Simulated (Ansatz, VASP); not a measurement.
# KMgF3: VASP beside Ansatz

One calculation is typed for both programs; each brings its own data sets and cutoff. How far apart do they land? The cell is a member of a volume series, scaled by 0.97 from a relaxed one, so a pressure remains.

Method: plane waves, with VASP 6.6.1 beside it; single point at PBEsol and single point at r2SCAN, in Ansatz 0.2.0.

## 1. Set-up

The structure is cubic, space group Pm-3m (No. 221). The conventional cell has a = 3.944 Å, b = 3.944 Å, c = 3.944 Å, α = 90.00°, β = 90.00°, γ = 90.00°. K has 12 F at 2.79 Å nearest. Mg has 6 F at 1.97 Å nearest. Nearest to F lie 2 Mg at 1.97 Å and 4 K at 2.79 Å. Farther neighbours and most contacts between anions are not listed.

## 2. Ansatz: single point, PBEsol, volume scaled by 0.97

Ansatz runs on its default PAW (the set named soft_2) files.

A single point gives forces, pressure and levels at one fixed geometry, so differences don't come from the geometry; what else differs is listed under the comparison.

input.yaml reads:

```yaml
crystal:
  lattice:
    - [3.94438167, 0.0, 0.0]
    - [0.0, 3.94438167, 0.0]
    - [0.0, 0.0, 3.94438167]
  atoms:
    - { symbol: K, position: [0.5, 0.5, 0.5] }
    - { symbol: Mg, position: [0.0, 0.0, 0.0] }
    - { symbol: F, position: [0.0, 0.0, 0.5] }
    - { symbol: F, position: [0.0, 0.5, 0.0] }
    - { symbol: F, position: [0.5, 0.0, 0.0] }
hamiltonian:
  xc: pbesol
  pseudopotentials: { kind: paw }
kpoints:
  mp_grid: { grid: [6, 6, 6] }
scf:
  occupations: { method: gaussian, width: 0.03 }
  n_extra_bands: 5
output:
  forces: true
  stress: true
  eigenvalues: true
  write_density: true
  write_potential: true
  elf: true
  volumetric_format: npy
```

Started as:

```sh
> ansatz run input.yaml --threads 2 --pin off --max-ram 4608MiB --backend cpu --events-out ev --progress --plain --runs-dir out
```

Numbers of over 12 decimals in the logs are rounded to 6 here.

The program printed:

```text
scf.n_extra_bands = 5 over 20 filled bands (N_el = 40.0): the run solves 25 bands
Engine: ansatz 0.2.0, aarch64-unknown-linux-gnu
Pseudopotentials: kind: paw
Pseudopotential: K, paw, valence charge 9, recommended cutoff 420 eV (normal), K.paw.azcp
Pseudopotential: Mg, paw, valence charge 10, recommended cutoff 420 eV (normal), Mg.paw.azcp
Pseudopotential: F, paw, valence charge 7, recommended cutoff 420 eV (normal), F.paw.azcp
Functional definition: PBEsol
  exchange = pbesol_x
  correlation = pbesol_c
Crystal: 5 atoms, lattice volume = 61.367 Å³
Basis set: ecut = 420 eV, 1213 PW (Γ), exchange–correlation on 54×54×54 points (8 copies of the dense FFT grid, shifted against one another)
Bands: 25, of which v1, the nominal top of the filled ones, is band 20 counted from 1 (19 counted from 0)
Symmetry: 48 space group operations
Space group: Pm-3m (ITA 221), of the structure as read, at distance tolerance 3.9e-5 Å
k-points: 20 of 216
Non-local potential: K, projectors of the file, l = 0: 3, l = 1: 2, l = 2: 2
Non-local potential: Mg, projectors of the file, l = 0: 3, l = 1: 2, l = 2: 1
Non-local potential: F, projectors of the file, l = 0: 2, l = 1: 2, l = 2: 1
PAW form: soft (Blöchl's): semilocal exchange-correlation on the pseudo side does not see the compensation charge
PAW frozen core: K, regenerated for the run's functional, and the local potential with it (the file was generated under x = pbe(κ = 0.804, μ = 0.219515), c = pbe(β = 0.066725))
PAW frozen core: Mg, regenerated for the run's functional, and the local potential with it (the file was generated under x = pbe(κ = 0.804, μ = 0.219515), c = pbe(β = 0.066725))
PAW frozen core: F, regenerated for the run's functional, and the local potential with it (the file was generated under x = pbe(κ = 0.804, μ = 0.219515), c = pbe(β = 0.066725))
PAW one-centre angular grid: K, 110 points (default); XC on 64 Gauss nodes
PAW one-centre angular grid: Mg, 110 points (default); XC on 64 Gauss nodes
PAW one-centre angular grid: F, 110 points (default); XC on 64 Gauss nodes
Initial density: superposition of atomic densities (neutral atoms: chi_scale 0, normalization atom), corrected by the library's trained network
Initial wavefunctions: pseudopotential atomic-orbital guess
Functional: x = pbesol(κ = 0.804, μ = 0.123457), c = pbesol(β = 0.046)
SCF iter   1: F=—  HF=-5837.497794 eV  |F-HF|=—  |Δ(HF+E_count)|=         —  Δρ=1.39e-2  dr2=7.31e-2  ethr=1.77e-3  ⟨swp⟩=6.2  Hψ=2441  notcnv=0
preconditioner: auto → Resta (q_TF=auto, 2.540 Å⁻¹)  ε∞=3.0  [insulator: Δε(μ)=7.218 eV  Ē_g=19.145 eV  σ=0.030 eV  W_gap=1.00  n_scr=18 (ndim 8)  ℏωp=26.8 eV  f_vac=0.027  D(μ)=0.00/eV (n_scr^D=0)  ε∞_Penn≈3.0]
SCF iter   2: F=—  HF=-5837.474318 eV  |F-HF|=—  |Δ(HF+E_count)|=   2.35e-2  Δρ=2.32e-3  dr2=1.29e-3  ethr=1.83e-4  ⟨swp⟩=2.0  Hψ=1043  notcnv=0  defer=20
SCF iter   3: F=—  HF=-5837.474059 eV  |F-HF|=—  |Δ(HF+E_count)|=   2.59e-4  Δρ=9.46e-4  dr2=3.47e-4  ethr=3.23e-6  ⟨swp⟩=2.5  Hψ=904  notcnv=0  defer=20
SCF iter   4: F=—  HF=-5837.474096 eV  |F-HF|=—  |Δ(HF+E_count)|=   3.62e-5  Δρ=2.88e-4  dr2=3.31e-5  ethr=8.69e-7  ⟨swp⟩=2.0  Hψ=555  notcnv=0  defer=20
SCF iter   5: F=—  HF=-5837.474103 eV  |F-HF|=—  |Δ(HF+E_count)|=   7.06e-6  Δρ=4.35e-5  dr2=8.96e-7  ethr=8.27e-8  ⟨swp⟩=2.0  Hψ=795  notcnv=0  defer=20
SCF iter   6: F=-5837.474104 eV  HF=-5837.474104 eV  |F-HF|=7.21e-8  |Δ(HF+E_count)|=   9.53e-7  Δρ=7.75e-6  dr2=2.88e-8  ethr=2.50e-10  ⟨swp⟩=11.8  Hψ=3906  notcnv=0
SCF 1 converged in 6 iterations: F = -5837.474104 eV  dr2 = 2.88e-8
  greatest PAW one-centre occupation: 1.000 electrons in one spin orbital (limit 2), on the Mg atom at site 1 (counted from 0), in its partial waves of l = 0
SCF converged after 6 iterations
Free energy (F): -5837.474104 eV
Harris-Foulkes:  -5837.474104 eV  (|F-HF|=7.21e-8)
Internal energy: -5837.474104 eV  (E = F + TS)
E sigma→0 (E₀):  -5837.474104 eV
Fermi energy:    6.737845 eV
--- Per-component energies (eV) ---
  E_band       = -488.091965
  E_kinetic    = 955.202740
  E_local      = -3684.500345  (includes V_loc(G=0)·N_el)
  E_nonlocal   = 330.709662
  E_hartree    = 1336.671314
  E_xc         = -401.410328
  E_vxc        = -509.611982  (∫ρ·V_xc dr)
  E_paw        = -1624.161943  (= ΣΔE_a)
  E_vpaw       = -253.246276  (= ΣTr[D̂ρ^β])
  E_aug_tail   = 0.006071  (compensation charges beyond the density's cutoff)
  E_ewald      = -2750.285352
  E_core_change = 0.294075  (= ΣΔE_core)
  E_smearing   = -0.000000  (= −TS)
  E_closure    = 0.000000  (closes the sum)
  Σ components = -5837.474104   (vs F -5837.474104, Δ=0.00e0)
--- Forces (eV/Å), atoms counted from 1 ---
  atom   1  K      0.00000000    -0.00000000     0.00000000
  atom   2  Mg    -0.00000000    -0.00000000    -0.00000000
  atom   3  F      0.00000000    -0.00000000    -0.00000000
  atom   4  F      0.00000000    -0.00000000    -0.00000000
  atom   5  F     -0.00000000    -0.00000000     0.00000000
  max |Σ_I F_I| component: 2.96e-29 eV/Å
--- Stress (GPa, compression-positive) ---
        2.785927       0.000000       0.000000
        0.000000       2.785927       0.000000
        0.000000       0.000000       2.785927
  P = ⅓ Tr σ = 2.7859 GPa (27.859 kbar)
--- Band table (eV; the first three rows and the last of 20) ---
  k-point 0: bands = [... 16 lower, 2.3813, 2.7252, 2.7252, 2.7252, 10.4288, 13.0382, 13.0382, 15.2417, ... 1 higher]
  k-point 1: bands = [... 16 lower, 2.3208, 2.4492, 2.6671, 2.6671, 10.9254, 13.2962, 13.3477, 15.3746, ... 1 higher]
  k-point 2: bands = [... 16 lower, 2.1986, 2.1986, 2.5513, 2.5513, 12.1238, 13.8413, 13.8964, 15.6850, ... 1 higher]
  k-point 19: bands = [... 16 lower, 1.9018, 3.0467, 3.0467, 3.0467, 13.4903, 13.4903, 13.4903, 17.1340, ... 1 higher]
```

Wall time 1.6 s (2 threads of Arm Neoverse V2, shared host); peak memory 0.31 GiB.

Reading the cycles: dr2 is the Hartree energy of the density residual (eV), the measure of convergence; HF is the Harris–Foulkes estimate of the energy, which meets the free energy F at convergence.

The run ends at a pressure of 2.79 GPa.

## 3. VASP: single point, PBEsol, volume scaled by 0.97

The same cell, functional, mesh and smearing now go to VASP, with its own data sets and cutoff.

Lines of VASP's logs that name or quote its potential files are left out, and so is its time.

The input asks for a relaxation, which ended at its first step since no free force or stress exceeded the threshold; so it serves as a single point.

INCAR reads:

```
SYSTEM = KMgF3
PREC = Accurate
ENCUT = 560
EDIFF = 1E-07
NELM = 100
ISMEAR = 0
SIGMA = 0.03
LREAL = .FALSE.
ALGO = Normal
GGA = PS
NBANDS = 22
LORBIT = 11
LWAVE = .FALSE.
LCHARG = .FALSE.
KPAR = 8
IBRION = 2
NSW = 50
ISIF = 4
EDIFFG = -0.002
```

POSCAR reads:

```
KMgF3
1.0
    3.9443816728      0.0000000000      0.0000000000
    0.0000000000      3.9443816728      0.0000000000
    0.0000000000      0.0000000000      3.9443816728
K Mg F
1 1 3
Direct
    0.5000000000      0.5000000000      0.5000000000
    0.0000000000      0.0000000000      0.0000000000
    0.0000000000      0.0000000000      0.5000000000
    0.0000000000      0.5000000000      0.0000000000
    0.5000000000      0.0000000000      0.0000000000
```

KPOINTS reads:

```
Automatic mesh
0
Gamma
6 6 6
0 0 0
```

PAW data sets: K_sv, Mg and F (PBE family, release 64).

Started as:

```sh
> mpirun -np 8 vasp_std
```

The program printed:

```text
[banner, memory and clock lines left out]
running    8 mpi-ranks, on    1 nodes
 distrk:  each k-point on    1 cores,    8 groups
 distr:  one band on    1 cores,    1 groups

 POSCAR found type information on POSCAR K MgF
 POSCAR found :  3 types and       5 ions
|                                                                             |
|           W    W    AA    RRRRR   N    N  II  N    N   GGGG   !!!           |
|           W    W   A  A   R    R  NN   N  II  NN   N  G    G  !!!           |
|           W    W  A    A  R    R  N N  N  II  N N  N  G       !!!           |
|           W WW W  AAAAAA  RRRRR   N  N N  II  N  N N  G  GGG   !            |
|           WW  WW  A    A  R   R   N   NN  II  N   NN  G    G                |
|           W    W  A    A  R    R  N    N  II  N    N   GGGG   !!!           |
|                                                                             |
|     For optimal performance we recommend to set                             |
|       NCORE = 2 up to number-of-cores-per-socket                            |
|     NCORE specifies how many cores store one orbital (NPAR=cpu/NCORE).      |
|     This setting can greatly improve the performance of VASP for DFT.       |
|     The default, NCORE=1 might be grossly inefficient on modern             |
|     multi-core architectures or massively parallel machines. Do your        |
|     Unfortunately you need to use the default for GW and RPA                |
|     calculations (for HF NCORE is supported but not extensively tested      |
|     yet).                                                                   |
|                                                                             |

|                                                                             |
|               ----> ADVICE to this user running VASP <----                  |
|                                                                             |
|     You enforced a specific xc type in the INCAR file but a different       |
|     [... a line on the potential file left out ...]
|     I HOPE YOU KNOW WHAT YOU ARE DOING!                                     |
|                                                                             |

 LDA part: xc-table for (Slater+PW92), standard interpolation
 POSCAR, INCAR and KPOINTS ok, starting setup
 FFT: planning ... GRIDC
 FFT: planning ... GRID_SOFT
 FFT: planning ... GRID
 WAVECAR not read
 entering main loop
       N       E                     dE             d eps       ncg     rms          rms(c)
DAV:   1     0.230643834074E+03    0.23064E+03   -0.18294E+04   920   0.149E+03
DAV:   2    -0.153405197051E+02   -0.24598E+03   -0.23842E+03  1102   0.373E+02
DAV:   3    -0.264863699354E+02   -0.11146E+02   -0.11101E+02  1162   0.750E+01
DAV:   4    -0.271170201341E+02   -0.63065E+00   -0.63006E+00  1384   0.104E+01
DAV:   5    -0.271200580296E+02   -0.30379E-02   -0.30379E-02  1120   0.817E-01    0.820E+00
DAV:   6    -0.252806030561E+02    0.18395E+01   -0.65257E+00  1006   0.193E+01    0.409E+00
DAV:   7    -0.252567230193E+02    0.23880E-01   -0.21544E-01  1168   0.298E+00    0.251E+00
DAV:   8    -0.252476704093E+02    0.90526E-02   -0.69896E-02  1054   0.261E+00    0.312E-01
DAV:   9    -0.252470526077E+02    0.61780E-03   -0.18496E-02  1110   0.970E-01    0.148E-01
DAV:  10    -0.252470495030E+02    0.31047E-05   -0.15340E-03  1152   0.286E-01    0.989E-02
DAV:  11    -0.252470493779E+02    0.12513E-06   -0.20537E-05  1110   0.322E-02    0.850E-02
DAV:  12    -0.252470418664E+02    0.75115E-05   -0.10159E-04   904   0.779E-02    0.168E-02
DAV:  13    -0.252470411629E+02    0.70349E-06   -0.57677E-06  1094   0.184E-02    0.379E-03
DAV:  14    -0.252470410870E+02    0.75879E-07   -0.59631E-07  1212   0.370E-03
   1 F= -.25247041E+02 E0= -.25247041E+02  d E =-.252470E+02
 curvature:   0.00 expect dE= 0.000E+00 dE for cont linesearch  0.000E+00
 trial: gam= 0.00000 g(F)=  0.000E+00 g(S)=  0.688E-33 ort = 0.000E+00 (trialstep = 0.100E+01)
 search vector abs. value=  0.100E-09
 reached required accuracy - stopping structural energy minimisation
```

From OUTCAR (step 3):

```text
ion  position               nearest neighbor table
   1  0.500  0.500  0.500-   3 2.79   4 2.79   5 2.79   4 2.79   5 2.79   3 2.79   5 2.79   5 2.79
                             3 2.79   4 2.79   4 2.79   3 2.79   2 3.42   2 3.42   2 3.42   2 3.42
   2  0.000  0.000  0.000-   3 1.97   4 1.97   5 1.97   3 1.97   4 1.97   5 1.97   1 3.42   1 3.42
                             1 3.42   1 3.42   1 3.42   1 3.42   1 3.42   1 3.42
   3  0.000  0.000  0.500-   2 1.97   2 1.97   1 2.79   1 2.79   1 2.79   1 2.79
   4  0.000  0.500  0.000-   2 1.97   2 1.97   1 2.79   1 2.79   1 2.79   1 2.79
   5  0.500  0.000  0.000-   2 1.97   2 1.97   1 2.79   1 2.79   1 2.79   1 2.79

  LATTYP: Found a simple cubic cell.
 ALAT       =     3.9443816728

 Subroutine GETGRP returns: Found 48 space group operations
 (whereof 48 operations were pure point group operations)

The static configuration has the point symmetry O_h .

 Found     20 irreducible k-points:

   k-points           NKPTS =     20   k-points in BZ     NKDIM =     20   number of bands    NBANDS=     22

   dimension x,y,z NGX =    30 NGY =   30 NGZ =   30
   dimension x,y,z NGXF=    60 NGYF=   60 NGZF=   60

   ENCUT  =  560.0 eV  41.16 Ry    6.42 a.u.   7.61  7.61  7.61*2*pi/ulx,y,z

   NELECT =      32.0000    total number of electrons

 k-points in reciprocal lattice and weights: Automatic mesh
   0.00000000  0.00000000  0.00000000       0.005
   0.16666667  0.00000000  0.00000000       0.028
   0.33333333  0.00000000  0.00000000       0.028
   0.50000000  0.00000000  0.00000000       0.014
   0.16666667  0.16666667  0.00000000       0.056
   0.33333333  0.16666667  0.00000000       0.111
   0.50000000  0.16666667  0.00000000       0.056
   0.33333333  0.33333333  0.00000000       0.056
   0.50000000  0.33333333  0.00000000       0.056
[...]
0.50000000  0.50000000  0.33333333       0.028
   0.50000000  0.50000000  0.50000000       0.005

 average (electrostatic) potential at core
       1 -34.0733       2 -37.6864       3 -77.2911       4 -77.2911       5 -77.2911

 E-fermi :  -1.4068

 k-point     1 :       0.0000    0.0000    0.0000
  band No.  band energies     occupation
    ...
     12      -2.2107      2.00000
     13      -2.2107      2.00000
     14      -1.8710      2.00000
     15      -1.8710      2.00000
     16      -1.8710      2.00000
     17       5.8121      0.00000
     18       8.4308      0.00000
     19       8.4308      0.00000
     20      10.6647      0.00000
     21      10.6647      0.00000
    ...

 k-point     2 :       0.1667    0.0000    0.0000
  band No.  band energies     occupation
    ...
     12      -2.2715      2.00000
     13      -2.2715      2.00000
     14      -2.1477      2.00000
     15      -1.9292      2.00000
     16      -1.9292      2.00000
     17       6.3100      0.00000
     18       8.6914      0.00000
     19       8.7430      0.00000
     20      10.8030      0.00000
     21      10.8305      0.00000
    ...

 k-point     3 :       0.3333    0.0000    0.0000
  band No.  band energies     occupation
    ...
     12      -2.4174      2.00000
     13      -2.3951      2.00000
     14      -2.3951      2.00000
     15      -2.0444      2.00000
     16      -2.0444      2.00000
     17       7.5113      0.00000
     18       9.2432      0.00000
     19       9.2945      0.00000
     20      11.1282      0.00000
     21      11.1700      0.00000
    ...

  Total        0.9335469      0.9335469      0.9335469     -0.0000000      0.0000000     -0.0000000
  in kB       24.3730525     24.3730525     24.3730525     -0.0000000      0.0000000     -0.0000000
  external PRESSURE =      24.3730525 kB  Pullay stress =       0.0000000 kB

  energy-cutoff  :      560.00
  volume of cell :       61.37
      direct lattice vectors                 reciprocal lattice vectors
     3.944381673  0.000000000  0.000000000     0.253525161  0.000000000  0.000000000
     0.000000000  3.944381673  0.000000000     0.000000000  0.253525161  0.000000000
     0.000000000  0.000000000  3.944381673     0.000000000  0.000000000  0.253525161

 POSITION                                       TOTAL-FORCE (eV/Angst)
 -----------------------------------------------------------------------------------
      1.97219      1.97219      1.97219         0.000000      0.000000      0.000000
      0.00000      0.00000      0.00000         0.000000      0.000000      0.000000
      0.00000      0.00000      1.97219         0.000000      0.000000      0.000000
      0.00000      1.97219      0.00000         0.000000      0.000000      0.000000
      1.97219      0.00000      0.00000         0.000000      0.000000      0.000000
 -----------------------------------------------------------------------------------
    total drift:                                0.000000     -0.000000      0.000000

  FREE ENERGIE OF THE ION-ELECTRON SYSTEM (eV)
  ---------------------------------------------------
  free  energy   TOTEN  =       -25.2470410870 eV

  energy  without entropy=      -25.2470410870  energy(sigma->0) =      -25.24704109

 reached required accuracy - stopping structural energy minimisation

 total charge
# of ion       s       p       d       tot
------------------------------------------
    1        1.956   5.581   0.031   7.568
    2        0.133   0.173   0.086   0.392
    3        1.725   4.403   0.000   6.128
    4        1.725   4.403   0.000   6.128
    5        1.725   4.403   0.000   6.128
--------------------------------------------------
tot          7.264  18.962   0.118  26.343

[... 3 further parts left out ...]
```

CONTCAR:

```
KMgF3
   1.00000000000000
     3.9443816728000001    0.0000000000000000    0.0000000000000000
     0.0000000000000000    3.9443816728000001    0.0000000000000000
     0.0000000000000000    0.0000000000000000    3.9443816728000001
  K               Mg              F
     1     1     3
Direct
     0.5000000000000000    0.5000000000000000    0.5000000000000000
     0.0000000000000000    0.0000000000000000    0.0000000000000000
     0.0000000000000000    0.0000000000000000    0.5000000000000000
     0.0000000000000000    0.5000000000000000    0.0000000000000000
     0.5000000000000000    0.0000000000000000    0.0000000000000000
```

The run keeps the 48 symmetry operations of its start, so it cannot find a distortion of lower symmetry.

## 4. Comparison

Known differences besides the potentials themselves: the data sets hold 40 valence electrons in Ansatz (default PAW (the set named soft_2) files) and 32 in VASP; the cutoff is 420 eV in Ansatz and 560 eV in VASP; Ansatz makes its cores anew for this functional, VASP keeps those of its PBE data sets; VASP leaves aspherical gradient terms in its spheres out (LASPH is not set), Ansatz keeps them. Total energies have different zeros and are not compared.

Compared:

```
                                        quantity  Ansatz   VASP  difference
                                  pressure (GPa)    2.79   2.44       +0.35
pressure without Ansatz's Pulay correction (GPa)    2.18   2.44       -0.26
                          gap on the k mesh (eV)   7.382  7.358      +0.024
```

A gap on the mesh is an upper bound, since the band edges may lie between its points. Ansatz's pressure holds a Pulay correction of 0.61 GPa; VASP's holds none.

## 5. Other set-ups

Further runs change the set-up of one program: Ansatz's method, potentials or start, or VASP's data sets, cutoff or form of LDA. The table gives Ansatz less VASP for each quantity, since a change that brings one quantity closer may part another.

| run | pressure (GPa) | gap on the k mesh (eV) |
| --- | --- | --- |
| as above | 0.35 | 0.024 |
| Ansatz's all-electron LAPW method | 0.33 | 0.013 |

(Part 1 of 2 ends here.)

[Lines on the potential files, build, host, timing and source positions are cut from VASP's logs without a mark.]

[Logs are printed without paths, hosts, clocks, repeated set-up lines and the standing remarks that a program may print on its own settings, such as how far it seeks lower states.]

[Hosts, paths, dates, database ids (printed as entryN), source tags and the programs' standing remarks are cut or masked in the printed files.]
